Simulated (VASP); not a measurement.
BiSbSe: relaxation of cell and atoms with PBE

Crystal: BiSbSe.

```
Sb Bi Se
1.0
     4.81662    0.00000    0.00000
    -2.40831    4.17131    0.00000
     0.00000    0.00000    4.70240
Sb Bi Se
1 1 1
Direct
  0.66667 0.33333 0.50000
  0.00000 0.00000 0.00000
  0.33333 0.66667 0.50000
```

The cell was built by a generator and needn't be a form met in nature.

```yaml
Program: VASP 6.6.1
Task: relaxation of cell and atoms
Functional: PBE
Potentials_or_basis: VASP PAW PBE potentials, release 64 (Sb, Bi_d, Se)
Cutoff: 600 eV
k_mesh: 7 × 7 × 6
Occupations: gaussian, width 0.05 eV
Spin: no spin polarisation
Further_INCAR_settings: ALGO = Fast; EDIFF = 1e-06; IBRION = 2; EDIFFG = -0.005; NSW = 40; ISIF = 3
```

```json
{
 "Relaxed volume": "27.07 Å³/atom",
 "Relaxed cell": "a = 5.105 Å, b = 5.105 Å, c = 3.598 Å, α = 90.00°, β = 90.00°, γ = 120.00°",
 "Space group after relaxing (to 0.05 Å)": "P-6m2 (No. 187)",
 "Energy gained by relaxing": "214.5 meV/atom",
 "Ionic steps": "10",
 "Pressure after relaxing": "0.0 GPa",
 "Band gap on the k mesh": "none (metal or under the smearing width)"
}
```

The path:
```tsv
step	energy change (eV)	largest force (eV/Å)	pressure (GPa)	volume (Å³)
1	0.0000	0.0000	-1.21	94.48
2	-0.1884	0.0000	-1.00	91.13
3	-0.6092	0.0000	1.49	79.97
4	-0.5291	0.0000	4.86	75.17
5	-0.6205	0.0000	2.08	78.74
6	-0.6200	0.0000	2.37	78.24
7	-0.5915	0.0000	-1.86	83.79
8	-0.6394	0.0000	0.65	80.17
9	-0.6431	0.0000	-0.20	81.56
10	-0.6435	0.0000	0.00	81.22
```

Final structure:
```yaml
crystal:
  lattice:
    - [5.10507, 0.00000, 0.00000]
    - [-2.55254, 4.42112, 0.00000]
    - [0.00000, 0.00000, 3.59834]
  atoms:
    - { symbol: Sb, position: [0.66667, 0.33333, 0.50000] }
    - { symbol: Bi, position: [0.00000, 0.00000, 0.00000] }
    - { symbol: Se, position: [0.33333, 0.66667, 0.50000] }
```

Levels at points of the mesh, in eV from the Fermi level:
| k point | band 9 | band 10 | band 11 | band 12 | band 13 | band 14 | band 15 | band 16 | band 17 |
| --- | --- | --- | --- | --- | --- | --- | --- | --- | --- |
| (0.00, 0.00, 0.00) | -4.01 | -4.01 | -2.95 | -2.95 | -1.45 | 2.32 | 4.11 | 4.77 | 4.86 |
| (0.00, 0.00, 0.50) | -3.32 | -3.32 | -3.25 | -1.81 | -1.20 | -0.16 | -0.16 | 0.15 | 0.15 |

It took 5 min on 1 thread of Intel(R) Xeon(R) Platinum 8488C (Sapphire Rapids), with other jobs on the host, peak memory 0.3 GiB.

Caveat: spin-orbit coupling is left out, which moves the levels of the heavy elements.
